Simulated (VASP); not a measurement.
A convergence study with VASP on RuAl (CsCl type): one setting is varied, all else stays as given below, so the limit is that of these other settings. Each run relaxes cell and ions from the cell shown.

```
CELL_PARAMETERS angstrom
      2.99000     0.00000     0.00000
      0.00000     2.99000     0.00000
      0.00000     0.00000     2.99000
ATOMIC_POSITIONS crystal
  Al 0.50000 0.50000 0.50000
  Ru 0.00000 0.00000 0.00000
```

Calculation: PBE GGA, VASP's PBE PAW potentials (set 64) (plane waves; VASP). The tightest run used: 550 eV cut-off, 17×17×17 Γ-centred mesh, first-order Methfessel-Paxton smearing of 0.10 eV, potentials Al Ru_pv.

```csv
setting,relaxed volume (Å³/atom),E (eV/atom),irreducible k-points
2×2×2 mesh,14.009,-6.8147,4
3×3×3 mesh,13.639,-6.9970,4
4×4×4 mesh,13.401,-7.2575,10
```

Problem. These are the cheaper rows. Estimate the results at 17×17×17 mesh, and how far the last row shown lies from them.

Solution. 
| quantity | tightest run | last row shown is off by |
|---|---|---|
| relaxed volume (Å³/atom) | 13.547 | -0.146 |
| E (eV/atom) | -7.1279 | -0.1296 |

Left out are rungs that failed or repeat a setting and relaxations that didn't move; long series are thinned to 24 rows.

The compound is RuAl in the CsCl type structure. The electron count is odd and the run is not spin-polarised, which forces a metal.
